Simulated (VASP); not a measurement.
An input for Quantum ESPRESSO's pw.x (written as the equivalent of a VASP run, and not itself run):

```
&CONTROL
  calculation = 'scf'
  pseudo_dir = './pseudo'
  outdir = './out'
  tprnfor = .true.
  tstress = .true.
/
&SYSTEM
  ibrav = 0
  nat = 1
  ntyp = 1
  ecutwfc = 72
  occupations = 'smearing'
  smearing = 'fermi-dirac'
  degauss = 0.00735
  input_dft = 'pz'
/
&ELECTRONS
  conv_thr = 7.3e-08
  electron_maxstep = 100
/
ATOMIC_SPECIES
  K 39.098 K.upf
CELL_PARAMETERS angstrom
    -2.6400000    2.6400000    2.6400000
     2.6400000   -2.6400000    2.6400000
     2.6400000    2.6400000   -2.6400000
ATOMIC_POSITIONS crystal
  K    0.0000000  0.0000000  0.0000000
K_POINTS automatic
  12 12 12 0 0 0
```

**Question.** Write the VASP files for the same calculation (LDA).

**Answer.** One answer among several that fit: 
File POSCAR:
```
K
1
   -2.6400000000     2.6400000000     2.6400000000
    2.6400000000    -2.6400000000     2.6400000000
    2.6400000000     2.6400000000    -2.6400000000
K
1
Direct
  0.0000000000   0.0000000000   0.0000000000
```

**KPOINTS**
```
kpoints
0
Gamma
12 12 12
0 0 0
```

INCAR:
```
SYSTEM=K
PREC=Accurate; ENCUT=300; LREAL=.FALSE.
LASPH=.TRUE.
EDIFF=1E-6; NELM=100; ALGO=Normal
ISMEAR=-1; SIGMA=0.1
ISIF=2
LWAVE=.FALSE.; LCHARG=.FALSE.
```

POTCAR, in this order: K_sv (LDA.64 set). Program: vasp_std.

Limits of the translation: the potentials are each code's own (VASP's PAW set, PseudoDojo norm-conserving files in pw.x), so ENCUT and ecutwfc are chosen apart and not converted; conv_thr bounds pw.x's estimated SCF error, while EDIFF bounds the energy change between steps.

The structure is a typed K crystal (Im-3m). The cell was not relaxed at this level. The run is one of a series of settings (GGA removed, POTCAR K_sv (LDA.64 set) against the base run), some of them coarse on purpose.
